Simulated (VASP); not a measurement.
KI (Potassium Iodide), in a box:

```
K I
1.0
     9.00000    0.00000    0.00000
     0.00000    9.00000    0.00000
     0.00000    0.00000   13.00000
K I
1 1
Direct
  0.50144 0.50233 0.38539
  0.50144 0.50233 0.61984
```

Base run:

```yaml
Program: VASP 6.6.1
Functional: HSE06
Dispersion: D4
Potentials_or_basis: VASP PAW PBE potentials, release 64 (K_sv, I)
Cutoff: 520 eV
k_mesh: 1 × 1 × 1
Occupations: gaussian, width 0.01 eV
Spin: no spin polarisation
```

Its results: gap between the frontier levels 3.30 eV; largest force 0.014 eV/Å.

Problem. The run is repeated on the same cell with these changes: functional from HSE06 to TPSS. What comes out?

Solution. Gap between the frontier levels 2.59 eV; largest force 0.058 eV/Å.

HSE06 gives the wider gap, since exact exchange removes part of the self-interaction.

Caveats: the PAW data sets were made with another functional, which shifts forces and pressure a little; spin-orbit coupling is left out, which moves the levels of the heavy elements.

